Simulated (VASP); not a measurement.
A run of VASP 6.6.1 is set up as follows.

The input INCAR:

```
PREC = Accurate ; ENCUT = 520
EDIFF = 1E-6 ; ISMEAR = -1
SIGMA = 0.05 ; LREAL = Auto
LASPH = True ; NELM = 80
ALGO = Normal ; ISIF = 2
LWAVE = False ; LCHARG = True
GGA = PE ; LELF = True
LVHAR = True ; NBANDS = 68
```

KPOINTS

```
Automatic mesh
0
Gamma
  1 1 1
```

POSCAR

```
CS2N2
1.0
    8.5816810000      0.0000000000      0.0000000000
    0.0000000000      8.5816810000      0.0000000000
    0.0000000000      0.0000000000      8.5816810000
S C N
8 4 8
Direct
    0.0516099352      1.0061315493      0.3142391333
    0.2668008750      0.9426940945      0.0287123234
    0.7742072911      0.0116177705      0.9253548343
    0.7837974868      0.3637282719      1.0346807345
    0.5398825708      0.6461787615      0.8381341604
    0.3794361501      0.8448810903      0.5790007808
    0.4074959207      0.2407104156      0.7303697259
    0.5560332527      0.2790245874      0.4015530291
    0.1675895434      0.9751236384      0.1742665569
    0.7773185696      0.1911863189      0.9795982862
    0.4564373810      0.7401813234      0.7003289915
    0.4902419468      0.2632700982      0.5645863555
    0.0070149426      0.6851687915      0.8104589299
   -0.0087628519      0.6849590424      0.6818128057
    0.7401347125      0.6815914038      0.3584961967
    0.7755590076      0.6902726867      0.2349190095
    0.3242604800      0.5168800844      0.1404969493
    0.2041325004      0.4933299199      0.1832041997
   -0.0516215879      0.3543128671      0.5013236917
   -0.0049524097      0.3056743778      0.6105680227
```

Potentials or basis: VASP PAW PBE potentials, release 64 (S, C, N).

The run is started by

```bash
$ cat potpaw_PBE.64/S/POTCAR potpaw_PBE.64/C/POTCAR potpaw_PBE.64/N/POTCAR > POTCAR
$ mpirun -np 1 vasp_gam > vasp.out
```

Predict the pressure.

0.2 GPa.

Estimate the largest force.

3.843 eV/Å.

Estimate the band gap on the k mesh.

3.45 eV, direct.

Stress tensor (GPa, compression positive):
```
 0.21 -0.07  0.03
-0.07 -0.45 -0.40
 0.03 -0.40  0.78
```

Caveat: the standard files for N, O and F lose accuracy on very short bonds. As with any semilocal functional, this PBE gap is likely too small.
